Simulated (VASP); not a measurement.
A VASP calculation is set up with these files.

### INCAR
```
! general
SYSTEM    =  GaN
PREC      =  Accurate
ENCUT     =  520
LREAL     =  .FALSE.   ! projection in real space or not
LASPH     =  .TRUE.   ! aspherical one-centre terms

! electronic loop
EDIFF     =  1E-7
NELM      =  100   ! most electronic steps
ALGO      =  Normal   ! blocked Davidson
LMAXMIX   =  4   ! l cut-off of mixed one-centre charges
LMIXTAU   =  .TRUE.

! smearing
ISMEAR    =  0   ! Gaussian
SIGMA     =  0.05

! functional
METAGGA   =  R2SCAN
LUSE_VDW  =  .TRUE.
BPARAM    =  11.95
CPARAM    =  0.0093

! ions
ISIF      =  2

! output
LWAVE     =  .FALSE.
LCHARG    =  .FALSE.
```

File KPOINTS:
```
Automatic mesh
0
Gamma
10 10 10
0 0 0
```

**POSCAR**
```
GaN
1
    0.0000000000     2.2482458888     2.2482458888
    2.2482458888     0.0000000000     2.2482458888
    2.2482458888     2.2482458888     0.0000000000
Ga N
1 1
Direct
  0.0000000000   0.0000000000   0.0000000000
  0.2500000000   0.2500000000   0.2500000000
```

POTCAR, in this order: Ga_d N (PBE.64 set). Program: vasp_std.

Question: Write an equivalent input for Ansatz.

Answer: One equivalent input (not run):
Ansatz 0.2 input:
```yaml
crystal:
  lattice:
    - [0.0000000, 2.2482459, 2.2482459]
    - [2.2482459, 0.0000000, 2.2482459]
    - [2.2482459, 2.2482459, 0.0000000]
  atoms:
    - { symbol: Ga, position: [0.0000000, 0.0000000, 0.0000000] }
    - { symbol: N, position: [0.2500000, 0.2500000, 0.2500000] }
kpoints:
  mp_grid: { grid: [10, 10, 10] }
hamiltonian:
  xc: r2scan
  dispersion: rvv10
  pseudopotentials: { kind: paw }
scf:
  occupations: { method: gaussian, width: 0.05 }
  max_iter: 100
output: { forces: true, stress: true, eigenvalues: true }
```
The two are equivalent in intent, not identical: each code has its own PAW files, so the cut-off isn't converted (ENCUT is set for VASP's; basis.ecutwfc is left out, and Ansatz then takes the one that its files recommend); Ansatz stops its SCF on the density residual and VASP on the energy change (EDIFF).

The compound is GaN in the zinc blende structure, a metastable form; wurtzite is the usual one. It was relaxed first.
